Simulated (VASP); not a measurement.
Crystal: BaHfO3.

```
Ba Hf O
1.0
     4.20473    0.00000    0.00000
     0.00000    4.20473    0.00000
     0.00000    0.00000    4.20480
Ba Hf O
1 1 3
Direct
  0.50000 0.50000 0.99793
  0.00000 0.00000 0.49799
  0.00000 0.50000 0.49804
  0.50000 0.00000 0.49804
  0.00000 0.00000 0.99803
```

The cell comes from a database or a generator and needn't be the stable form of this composition.

* Program: VASP 6.6.1
* Task: relaxation of cell and atoms
* Functional: PBE
* Dispersion: D3(BJ)
* Potentials or basis: VASP PAW PBE potentials, release 64 (Ba_sv, Hf_pv, O)
* Cutoff: 600 eV
* k mesh: 6 × 6 × 6
* Occupations: gaussian, width 0.02 eV
* Spin: no spin polarisation

At the start: pressure -3.1 GPa; volume 14.87 Å³/atom.

Problem. How do energy, volume and symmetry change on relaxing?

Solution. Over 3 steps the energy falls by 2.9 meV/atom and the volume is 14.58 Å³/atom (-1.9 %); space group Pm-3m (No. 221, to 0.05 Å).

The path:
```
step  energy change (eV)  largest force (eV/Å)  pressure (GPa)  volume (Å³)
   1              0.0000                0.0008           -3.09        74.34
   2              0.0044                0.0012            3.80        71.30
   3             -0.0143                0.0010            0.03        72.90
```

Final structure:
```
CELL_PARAMETERS angstrom
4.17741 0.00000 0.00000
0.00000 4.17741 0.00000
0.00000 0.00000 4.17744
ATOMIC_POSITIONS crystal
Ba 0.50000 0.50000 0.99793
Hf 0.00000 0.00000 0.49799
O 0.00000 0.50000 0.49804
O 0.50000 0.00000 0.49804
O 0.00000 0.00000 0.99803
```
